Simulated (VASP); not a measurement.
An input for Quantum ESPRESSO's pw.x (written as the equivalent of a VASP run, and not itself run):

```
&CONTROL
  calculation = 'vc-relax'
  pseudo_dir = './pseudo'
  outdir = './out'
  tprnfor = .true.
  tstress = .true.
  nstep = 30
  forc_conv_thr = 0.00039
/
&SYSTEM
  ibrav = 0
  nat = 2
  ntyp = 1
  ecutwfc = 72
  occupations = 'smearing'
  smearing = 'methfessel-paxton'
  degauss = 0.00735
  input_dft = 'vdw-df2-b86r'
/
&ELECTRONS
  conv_thr = 7.3e-09
  electron_maxstep = 100
/
&IONS
/
&CELL
  cell_dofree = 'shape'
/
ATOMIC_SPECIES
  Sn 118.710 Sn.upf
CELL_PARAMETERS angstrom
    -2.9769253    2.9769253    1.6211167
     2.9769253   -2.9769253    1.6211167
     2.9769253    2.9769253   -1.6211167
ATOMIC_POSITIONS crystal
  Sn   0.2500000  0.7500000  0.5000000
  Sn   0.0000000  0.0000000  0.0000000
K_POINTS automatic
  13 13 13 0 0 0
```

### Question
Translate this input to VASP (INCAR, KPOINTS, POSCAR, choice of POTCAR).

### Answer
Several could match; the one computed here: 
### POSCAR
```
Sn
1
   -2.9769252733     2.9769252733     1.6211166580
    2.9769252733    -2.9769252733     1.6211166580
    2.9769252733     2.9769252733    -1.6211166580
Sn
2
Direct
  0.2500000000   0.7500000000   0.5000000000
  0.0000000000   0.0000000000   0.0000000000
```

INCAR:
```
LREAL=.FALSE.
NSW=30   ! most ionic steps
PARAM2=0.7114
PREC=Accurate
IBRION=2   ! conjugate gradients
SYSTEM=Sn
AGGAC=0.0
LASPH=.TRUE.
PARAM1=0.1234568
ALGO=Normal
ZAB_VDW=-1.8867
LMAXMIX=4
LUSE_VDW=.TRUE.
EDIFFG=-0.01   ! ionic stop
LCHARG=.FALSE.
EDIFF=1E-7   ! SCF stop (eV)
ISIF=4
NELM=100
LWAVE=.FALSE.
ISMEAR=1
SIGMA=0.1
GGA=MK
ENCUT=520
```

**KPOINTS**
```
Automatic mesh
0
Gamma
13 13 13
0 0 0
```

POTCAR, in this order: Sn_d (PBE.64 set). Program: vasp_std.

What does not carry over: the potentials are each code's own (VASP's PAW set, PseudoDojo norm-conserving files in pw.x), so ENCUT and ecutwfc are chosen apart and not converted; conv_thr bounds pw.x's estimated SCF error, while EDIFF bounds the energy change between steps; forc_conv_thr acts on force components and is met together with etot_conv_thr.

The compound is Sn in the beta structure. This cell is one point of a volume scan, at 1.03 of the reference volume.
